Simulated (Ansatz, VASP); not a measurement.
# SnSe2: VASP beside Ansatz

One calculation is typed for both programs; each brings its own data sets. How far apart do they land? The cell is generated by rule, not measured, and may not be a known phase. The cell is taken from a series of runs on this material, whose earlier steps may have relaxed, scaled, displaced or heated it; both programs get it as it stands.

Calculated with Ansatz 0.2.0; plane waves, with VASP 6.6.1 beside it; single point at r2SCAN.

The structure was built from a prototype and need not be the compound's stable phase.

## (1) The starting structure

It takes space group Pmn2_1 (No. 31, orthorhombic). Conventional cell: a = 3.970 Å, b = 6.484 Å, c = 6.484 Å, α = 90.00°, β = 90.00°, γ = 90.00°. Sn has 6 Se at 2.64 to 2.93 Å nearest. Nearest to Se lie 3 Sn at 2.64 to 2.93 Å. Nearest to Se lie 3 Sn at 2.70 to 2.72 Å. Farther neighbours and most contacts between anions are not listed.

## (2) VASP: single point, r2SCAN

A single point gives forces, pressure and levels at one fixed geometry, so differences don't come from the geometry; what else differs is listed under the comparison.

Lines of VASP's logs that name or quote its potential files are left out, and so is its time.

Contents of INCAR:

```
SYSTEM = SnSe2
PREC = Accurate
ENCUT = 550
EDIFF = 1E-06
NELM = 120
ISMEAR = 1
SIGMA = 0.2
LREAL = .FALSE.
ALGO = Normal
METAGGA = R2SCAN
LASPH = .TRUE.
NBANDS = 32
LORBIT = 11
LWAVE = .FALSE.
LCHARG = .FALSE.
ISIF = 2
GGA_COMPAT = .FALSE.
LMIXTAU = .TRUE.
KPAR = 2
```

Contents of POSCAR:

```
SnSe2
1.0
    6.4844249796      0.0000000000      0.0000000000
    0.0000000000      6.4844249796      0.0000000000
    0.0000000000      0.0000000000      3.9702852424
Sn Se
2 4
Direct
    0.9813784988      0.9934380015      0.0000000000
    0.4813784988      0.5065619985      0.5000000000
    0.3209490595      0.2905138207      0.0000000000
    0.7070429680      0.6766077292      0.0000000000
    0.8209490595      0.2094861793      0.5000000000
    0.2070429680      0.8233922708      0.5000000000
```

Contents of KPOINTS:

```
Automatic mesh
0
Gamma
6 6 12
0 0 0
```

The projector-augmented-wave data sets are Sn_d and Se (PBE family, release 64).

Started as:

```console
> mpirun -np 2 vasp_std
```

Numbers of over 12 decimals in the logs are rounded to 6 here.

The program printed:

```text
[banner, memory and clock lines left out]
running    2 mpi-ranks, on    1 nodes
 distrk:  each k-point on    1 cores,    2 groups
 distr:  one band on    1 cores,    1 groups

 POSCAR found type information on POSCAR SnSe
 POSCAR found :  2 types and       6 ions
|                                                                             |
|               ----> ADVICE to this user running VASP <----                  |
|                                                                             |
|     You enforced a specific xc type in the INCAR file but a different       |
|     [... a line on the potential file left out ...]
|     I HOPE YOU KNOW WHAT YOU ARE DOING!                                     |
|                                                                             |

 LDA part: xc-table for (None), standard interpolation
 POSCAR, INCAR and KPOINTS ok, starting setup
 FFT: planning ... GRIDC
 FFT: planning ... GRID_SOFT
 FFT: planning ... GRID
 WAVECAR not read
 entering main loop
       N       E                     dE             d eps       ncg     rms          rms(c)
DAV:   1     0.430811661504E+03    0.43081E+03   -0.24772E+04  7352   0.196E+03
DAV:   2    -0.382203896577E+02   -0.46903E+03   -0.45667E+03  7408   0.518E+02
DAV:   3    -0.113488175534E+03   -0.75268E+02   -0.73556E+02  8696   0.178E+02
DAV:   4    -0.117316793236E+03   -0.38286E+01   -0.38015E+01  8552   0.436E+01
DAV:   5    -0.117427668382E+03   -0.11088E+00   -0.11083E+00 10640   0.769E+00    0.785E+00
DAV:   6    -0.112169369716E+03    0.52583E+01   -0.35819E+00 10104   0.233E+01    0.529E+00
DAV:   7    -0.106221430466E+03    0.59479E+01   -0.17901E+00  8480   0.709E+00    0.178E+00
DAV:   8    -0.107922354431E+03   -0.17009E+01   -0.13983E+00  8024   0.729E+00    0.106E+00
DAV:   9    -0.107924176326E+03   -0.18219E-02   -0.23575E-01  7896   0.302E+00    0.646E-01
DAV:  10    -0.107959663168E+03   -0.35487E-01   -0.33036E-02  8600   0.142E+00    0.341E-01
DAV:  11    -0.108056681803E+03   -0.97019E-01   -0.15918E-01  7352   0.277E+00    0.194E-01
DAV:  12    -0.108062634128E+03   -0.59523E-02   -0.99491E-03  8840   0.599E-01    0.208E-01
DAV:  13    -0.108066018850E+03   -0.33847E-02   -0.57491E-04  8152   0.183E-01    0.150E-01
DAV:  14    -0.108072189310E+03   -0.61705E-02   -0.30871E-03  7608   0.458E-01    0.109E-01
DAV:  15    -0.108074172386E+03   -0.19831E-02   -0.44507E-03  8008   0.526E-01    0.160E-01
DAV:  16    -0.108073922737E+03    0.24965E-03   -0.30926E-04  8608   0.145E-01    0.119E-01
DAV:  17    -0.108074189054E+03   -0.26632E-03   -0.54331E-04  8464   0.179E-01    0.846E-03
DAV:  18    -0.108074280731E+03   -0.91677E-04   -0.69365E-05  8216   0.517E-02    0.857E-03
DAV:  19    -0.108074293160E+03   -0.12429E-04   -0.15090E-05  7088   0.306E-02    0.189E-02
DAV:  20    -0.108074293612E+03   -0.45247E-06   -0.72007E-06  7664   0.235E-02
   1 F= -.10807429E+03 E0= -.10807520E+03  d E =0.272128E-02
```

From OUTCAR (step 2):

```text
ion  position               nearest neighbor table
   1  0.981  0.993  0.000-   5 2.64   5 2.64   6 2.70   6 2.70   4 2.72   3 2.93
   2  0.481  0.507  0.500-   3 2.64   3 2.64   4 2.70   4 2.70   6 2.72   5 2.93
   3  0.321  0.291  0.000-   2 2.64   2 2.64   1 2.93
   4  0.707  0.677  0.000-   2 2.70   2 2.70   1 2.72
   5  0.821  0.209  0.500-   1 2.64   1 2.64   2 2.93
   6  0.207  0.823  0.500-   1 2.70   1 2.70   2 2.72

  LATTYP: Found a simple tetragonal cell.
 ALAT       =     6.4844249796
 C/A-ratio  =     0.6122802338

 Subroutine GETGRP returns: Found  4 space group operations
 (whereof  2 operations were pure point group operations)

The static configuration has the point symmetry C_1h.
 The point group associated with its full space group is C_2v.

 Found    112 irreducible k-points:

   k-points           NKPTS =    112   k-points in BZ     NKDIM =    112   number of bands    NBANDS=     32

   dimension x,y,z NGX =    50 NGY =   50 NGZ =   30
   dimension x,y,z NGXF=   100 NGYF=  100 NGZF=   60

   ENCUT  =  550.0 eV  40.42 Ry    6.36 a.u.  12.40 12.40  7.59*2*pi/ulx,y,z

   NELECT =      52.0000    total number of electrons

 k-points in reciprocal lattice and weights: Automatic mesh
   0.00000000  0.00000000  0.00000000       0.002
   0.16666667  0.00000000  0.00000000       0.005
   0.00000000  0.16666667  0.00000000       0.005
   0.33333333  0.00000000  0.00000000       0.005
   0.00000000  0.33333333  0.00000000       0.005
   0.50000000  0.00000000  0.00000000       0.002
   0.00000000  0.50000000  0.00000000       0.002
   0.16666667  0.16666667  0.00000000       0.009
   0.33333333  0.16666667  0.00000000       0.009
[...]
-0.33333333  0.50000000  0.50000000       0.005
   0.50000000  0.50000000  0.50000000       0.002

 average (electrostatic) potential at core
       1-109.4428       2-109.4428       3 -58.5796       4 -58.6673       5 -58.5796
       6 -58.6673

 E-fermi :   3.5686

 k-point     1 :       0.0000    0.0000    0.0000
  band No.  band energies     occupation
    ...
     22       2.3977      2.00000
     23       2.4420      2.00000
     24       2.4863      2.00000
     25       3.0730      2.00255
     26       3.1387      2.00959
     27       3.8069     -0.07057
     28       5.1186     -0.00000
     29       6.4766     -0.00000
     30       6.4980     -0.00000
     31       7.4134     -0.00000
    ...

 k-point     2 :       0.1667    0.0000    0.0000
  band No.  band energies     occupation
    ...
     22       2.0097      2.00000
     23       2.5061      2.00000
     24       2.5126      2.00000
     25       3.0681      2.00229
     26       3.2947      2.06567
     27       3.6620      0.29671
     28       5.0806     -0.00000
     29       6.5376     -0.00000
     30       6.6347     -0.00000
     31       7.5388     -0.00000
    ...

 k-point     3 :       0.0000    0.1667    0.0000
  band No.  band energies     occupation
    ...
     22       2.0000      2.00000
     23       2.4354      2.00000
     24       2.5718      2.00000
     25       3.0268      2.00087
     26       3.3221      2.07090
     27       3.6572      0.32531
     28       5.1125     -0.00000
     29       6.4136     -0.00000
     30       6.7493     -0.00000
     31       7.5354     -0.00000
    ...

  Total       -0.0432122     -0.0971835     -0.2943554      0.0000000      0.0000000      0.0000000
  in kB       -0.4147173     -0.9326925     -2.8249970      0.0000000      0.0000000      0.0000000
  external PRESSURE =      -1.3908023 kB  Pullay stress =       0.0000000 kB

  energy-cutoff  :      550.00
  volume of cell :      166.94
      direct lattice vectors                 reciprocal lattice vectors
     6.484424980  0.000000000  0.000000000     0.154215679  0.000000000  0.000000000
     0.000000000  6.484424980  0.000000000     0.000000000  0.154215679  0.000000000
     0.000000000  0.000000000  3.970285242     0.000000000  0.000000000  0.251871072

 POSITION                                       TOTAL-FORCE (eV/Angst)
 -----------------------------------------------------------------------------------
      6.36368      6.44187      0.00000        -0.136803     -0.013789      0.000000
      3.12146      3.28476      1.98514        -0.136803      0.013789      0.000000
      2.08117      1.88382      0.00000         0.116178     -0.016424      0.000000
      4.58477      4.38741      0.00000         0.020625     -0.141835      0.000000
      5.32338      1.35840      1.98514         0.116178      0.016424      0.000000
      1.34255      5.33923      1.98514         0.020625      0.141835      0.000000
 -----------------------------------------------------------------------------------
    total drift:                                0.002401     -0.000000      0.000003

  FREE ENERGIE OF THE ION-ELECTRON SYSTEM (eV)
  ---------------------------------------------------
  free  energy   TOTEN  =      -108.0742936122 eV

  energy  without entropy=     -108.0770148967  energy(sigma->0) =     -108.07520071

 total charge
# of ion       s       p       d       tot
------------------------------------------
    1        1.054   0.988  10.087  12.129
    2        1.054   0.988  10.087  12.129
    3        1.475   2.361   0.024   3.860
    4        1.471   2.374   0.023   3.867
    5        1.475   2.361   0.024   3.860
    6        1.471   2.374   0.023   3.867
--------------------------------------------------
tot          8.000  11.445  20.268  39.712

[... 3 further parts left out ...]
```

The run ends at a pressure of -0.14 GPa, with forces up to 0.14 eV/Å.

## (3) Ansatz: single point, r2SCAN

Ansatz runs on its default PAW (the set named soft_2) files.

The same cell, functional, mesh and smearing now go to Ansatz, which takes its cutoff from its data sets.

Contents of input.yaml:

```yaml
crystal:
  lattice:
    - [6.4844249796, 0.0, 0.0]
    - [0.0, 6.4844249796, 0.0]
    - [0.0, 0.0, 3.9702852424]
  atoms:
    - { symbol: Sn, position: [-0.0186215012, -0.0065619985, 0.0] }
    - { symbol: Sn, position: [0.4813784988, 0.5065619985, 0.5] }
    - { symbol: Se, position: [0.3209490595, 0.2905138207, 0.0] }
    - { symbol: Se, position: [0.707042968, 0.6766077292, 0.0] }
    - { symbol: Se, position: [0.8209490595, 0.2094861793, 0.5] }
    - { symbol: Se, position: [0.207042968, 0.8233922708, 0.5] }
kpoints:
  mp_grid: { grid: [6, 6, 12] }
hamiltonian:
  xc: r2scan
scf:
  occupations: { method: methfessel_paxton, width: 0.2 }
output:
  forces: true
  stress: true
  eigenvalues: true
```

Started as:

```console
> ansatz run input.yaml --threads 8 --pin off --max-ram 14336MiB --backend cpu --events-out ev --progress --plain --runs-dir out
```

The program printed:

```text
Engine: ansatz 0.2.0, aarch64-unknown-linux-gnu
Pseudopotentials: kind: paw
Pseudopotential: Sn, paw, valence charge 14, recommended cutoff 500 eV (meta_gga), Sn.paw.azcp
Pseudopotential: Se, paw, valence charge 16, recommended cutoff 500 eV (meta_gga), Se.paw.azcp
Functional definition: r2SCAN
  parameter k0 = 0.174
  parameter k1 = 0.065
  parameter a1 = 4.9479
  exchange = r2scan_x(k0 = k0, k1 = k1, a1 = a1)
  correlation = r2scan_c
Crystal: 6 atoms, lattice volume = 166.942 Å³
Basis set: ecut = 500 eV, 4235 PW (Γ), exchange–correlation on 192×192×120 points (64 copies of the dense FFT grid, shifted against one another)
Bands: 56, of which v1, the nominal top of the filled ones, is band 46 counted from 1 (45 counted from 0)
Symmetry: 4 space group operations
Space group: Pmn21 (ITA 31), of the structure as read, at distance tolerance 5.5e-5 Å
k-points: 112 of 432 (time reversal used)
Non-local potential: Sn, projectors of the file, l = 0: 2, l = 1: 2, l = 2: 2, l = 3: 2
Non-local potential: Se, projectors of the file, l = 0: 2, l = 1: 2, l = 2: 3, l = 3: 1
PAW form: soft (Blöchl's): semilocal exchange-correlation on the pseudo side does not see the compensation charge
PAW frozen core: Sn, regenerated for the run's functional (the file was generated under x = pbe(κ = 0.804, μ = 0.219515), c = pbe(β = 0.066725))
PAW frozen core: Se, regenerated for the run's functional (the file was generated under x = pbe(κ = 0.804, μ = 0.219515), c = pbe(β = 0.066725))
PAW one-centre angular grid: Sn, 590 points (default); XC on 249 of its mesh's 2787 points in the sphere
PAW one-centre angular grid: Se, 590 points (default); XC on 160 Gauss nodes
Initial density: superposition of atomic densities (neutral atoms: chi_scale 0, normalization atom), corrected by the library's trained network
Initial wavefunctions: pseudopotential atomic-orbital guess
Functional: x = r2scan, c = r2scan; τ floored in thin density (d = 2e-4 eV/Å³)
SCF iter   1: F=—  HF=-33991.135657 eV  |F-HF|=—  |Δ(HF+E_count)|=         —  Δρ=7.06e-3  dr2=1.18e-1  dr2_τ=1.53e-2  ethr=1.77e-3  ⟨swp⟩=7.1  Hψ=24522  notcnv=0
preconditioner: auto → Kerker (q_TF=auto, 2.470 Å⁻¹)  [metal: Δε(μ)=0.078 eV  Ē_g=10.452 eV  σ=0.200 eV  W_gap=0.31  n_scr=38 (ndim 8)  ℏωp=16.3 eV  f_vac=0.106  D(μ)=0.69/eV (n_scr^D=0)]
SCF iter   2: F=—  HF=-33991.149072 eV  |F-HF|=—  |Δ(HF+E_count)|=   1.34e-2  S|Δr|=    0.00e0  Δρ=4.13e-3  dr2=4.78e-2  dr2_τ=2.74e-4  ethr=1.29e-4  ⟨swp⟩=2.9  Hψ=12583  notcnv=0  defer=24
SCF iter   3: F=—  HF=-33991.141245 eV  |F-HF|=—  |Δ(HF+E_count)|=   7.83e-3  S|Δr|=    0.00e0  Δρ=1.27e-3  dr2=6.70e-3  dr2_τ=3.82e-5  ethr=5.20e-5  ⟨swp⟩=2.1  Hψ=7337  notcnv=0  defer=24
SCF iter   4: F=—  HF=-33991.139794 eV  |F-HF|=—  |Δ(HF+E_count)|=   1.45e-3  S|Δr|=    0.00e0  Δρ=5.46e-4  dr2=1.13e-3  dr2_τ=7.31e-6  ethr=7.28e-6  ⟨swp⟩=3.0  Hψ=11279  notcnv=0  defer=24
SCF iter   5: F=—  HF=-33991.139738 eV  |F-HF|=—  |Δ(HF+E_count)|=   5.58e-5  S|Δr|=    0.00e0  Δρ=2.14e-4  dr2=2.60e-4  dr2_τ=1.41e-6  ethr=1.23e-6  ⟨swp⟩=2.0  Hψ=7230  notcnv=0  defer=24
SCF iter   6: F=—  HF=-33991.139750 eV  |F-HF|=—  |Δ(HF+E_count)|=   1.23e-5  S|Δr|=    0.00e0  Δρ=1.26e-4  dr2=3.83e-5  dr2_τ=8.34e-7  ethr=2.82e-7  ⟨swp⟩=2.0  Hψ=8806  notcnv=0  defer=24
SCF iter   7: F=—  HF=-33991.139779 eV  |F-HF|=—  |Δ(HF+E_count)|=   2.88e-5  S|Δr|=    0.00e0  Δρ=5.69e-5  dr2=6.86e-6  dr2_τ=9.02e-8  ethr=4.16e-8  ⟨swp⟩=2.0  Hψ=10610  notcnv=0  defer=38
SCF iter   8: F=—  HF=-33991.139783 eV  |F-HF|=—  |Δ(HF+E_count)|=   3.72e-6  S|Δr|=    0.00e0  Δρ=1.68e-5  dr2=7.54e-7  dr2_τ=3.95e-8  ethr=7.46e-9  ⟨swp⟩=2.0  Hψ=11047  notcnv=0  defer=38
SCF iter   9: F=—  HF=-33991.139782 eV  |F-HF|=—  |Δ(HF+E_count)|=   4.43e-7  S|Δr|=    0.00e0  Δρ=8.74e-6  dr2=1.59e-7  dr2_τ=2.58e-9  ethr=8.19e-10  ⟨swp⟩=2.0  Hψ=11046  notcnv=0  defer=38
SCF iter  10: F=-33991.139782 eV  HF=-33991.139782 eV  |F-HF|=6.02e-9  |Δ(HF+E_count)|=   1.08e-7  S|Δr|=    0.00e0  Δρ=2.27e-6  dr2=1.61e-8  dr2_τ=1.56e-10  ethr=1.09e-10  ⟨swp⟩=10.5  Hψ=25058  notcnv=0
SCF 1 converged in 10 iterations: F = -33991.139782 eV  dr2 = 1.61e-8
  greatest PAW one-centre occupation: 1.000 electrons in one spin orbital (limit 2), on the Se atom at site 2 (counted from 0), in its partial waves of l = 2
SCF converged after 10 iterations
Stability not checked: this state was not tested for a lower state beside it, because cold or Methfessel-Paxton smearing, or corrected tetrahedra, fill the levels in a way that the test cannot read (fill_not_monotonic; see scf.lower_state_search)
Free energy (F): -33991.139782 eV
Harris-Foulkes:  -33991.139782 eV  (|F-HF|=6.02e-9)
Internal energy: -33991.142472 eV  (E = F + TS)
E sigma→0 (E₀):  -33991.140455 eV
Entropy (-TS):   0.002690 eV (0.448 meV/atom)
Fermi energy:    7.218836 eV
--- Per-component energies (eV) ---
  E_band       = -1891.828803
  E_kinetic    = 846.774612
  E_local      = -12431.260356  (includes V_loc(G=0)·N_el)
  E_nonlocal   = -2444.666815
  E_hartree    = 6322.285989
  E_xc         = -1138.368697
  E_vxc        = -626.263860  (∫ρ·V_xc dr)
  E_paw        = -16027.856238  (= ΣΔE_a)
  E_vpaw       = 85.593887  (= ΣTr[D̂ρ^β])
  E_aug_tail   = -0.000841  (compensation charges beyond the density's cutoff)
  E_vtau       = 33.426781  (kinetic-family band-sum trace: ∫τ·v_τ [+ j·A + Jᵃ·Aᵃ] dr)
  E_ewald      = -9112.461685
  E_core_change = -5.588441  (= ΣΔE_core)
  E_smearing   = 0.002690  (= −TS)
  E_closure    = -0.000000  (closes the sum)
  Σ components = -33991.139782   (vs F -33991.139782, Δ=0.00e0)
--- Forces (eV/Å), atoms counted from 1 ---
  atom   1  Sn    -0.13949463    -0.01598071     0.00000000
  atom   2  Sn    -0.13949463     0.01598071     0.00000000
  atom   3  Se     0.12018160    -0.01239178     0.00000000
  atom   4  Se     0.01931467    -0.14332174     0.00000000
  atom   5  Se     0.12018160     0.01239178     0.00000000
  atom   6  Se     0.01931467     0.14332174     0.00000000
  max |Σ_I F_I| component: 3.27e-6 eV/Å
--- Stress (GPa, compression-positive) ---
       -0.034933       0.000000       0.000000
        0.000000      -0.096431       0.000000
        0.000000       0.000000      -0.315299
  P = ⅓ Tr σ = -0.1489 GPa (-1.489 kbar)
--- Band table (eV; the first three rows and the last of 112) ---
  k-point 0: bands = [... 42 lower, 6.0956, 6.1400, 6.7236, 6.7898, 7.4558, 8.7703, 10.1274, 10.1498, ... 6 higher]
  k-point 1: bands = [... 42 lower, 5.7379, 6.7447, 6.7802, 6.8647, 7.4093, 9.0554, 10.4798, 10.5074, ... 6 higher]
  k-point 2: bands = [... 42 lower, 4.9948, 6.7285, 6.7972, 7.2535, 7.4719, 9.6168, 10.9051, 11.2432, ... 6 higher]
  k-point 111: bands = [... 42 lower, 6.1378, 6.1378, 6.4112, 6.4112, 7.6817, 7.6817, 11.8265, 11.8265, ... 6 higher]
```

The column dr2 measures how far the density is from self-consistency, as an energy; F and HF (Harris–Foulkes) agree once it is small.

The run ends at a pressure of -0.15 GPa, with forces up to 0.14 eV/Å.

## (4) Comparison

Known differences besides the potentials themselves: VASP keeps PBE cores, Ansatz makes them for the functional; the data sets hold 92 valence electrons in Ansatz (on its default PAW (the set named soft_2) files) and 52 in VASP; the cutoff is 500 eV in Ansatz and 550 eV in VASP. Total energies have different zeros and are not compared.

The two programs side by side:

```tsv
quantity	Ansatz	VASP	difference
pressure (GPa)	-0.15	-0.14	-0.01
```

Forces (eV/Å; atoms numbered as in POSCAR):

```tsv
atom	Ansatz x, y, z	VASP x, y, z
Sn1	-0.139, -0.016, 0.000	-0.137, -0.014, 0.000
Sn2	-0.139, 0.016, 0.000	-0.137, 0.014, 0.000
Se3	0.120, -0.012, 0.000	0.116, -0.016, 0.000
Se4	0.019, -0.143, 0.000	0.021, -0.142, 0.000
Se5	0.120, 0.012, 0.000	0.116, 0.016, 0.000
Se6	0.019, 0.143, 0.000	0.021, 0.142, 0.000
```

The forces differ by 2.3 meV/Å r.m.s., which is 3.0 % of the r.m.s. force of 0.077 eV/Å (both taken over all components).

## (5) Results

| Property | Result |
| --- | --- |
| r.m.s. force difference (single point, r2SCAN) | 2.3 meV/Å |

**Reading.** The r.m.s. force difference is 2.3 meV/Å (single point, r2SCAN), within the 12 meV/Å picked in this series as the mark of a large difference. The data sets hold unlike numbers of valence electrons (92 in Ansatz and 52 in VASP), so part of the differences comes from the potentials. Such differences can come from data sets, numerical settings and the points named under the comparisons, not from the functional's error against experiment.

[Lines on the potential files, build, host, timing and source positions are cut from VASP's logs without a mark.]

[Logs are printed without paths, hosts, clocks, repeated set-up lines and the standing remarks that a program may print on its own settings, such as how far it seeks lower states.]

[Hosts, paths, dates, database ids (printed as entryN), source tags and the programs' standing remarks are cut or masked in the printed files.]
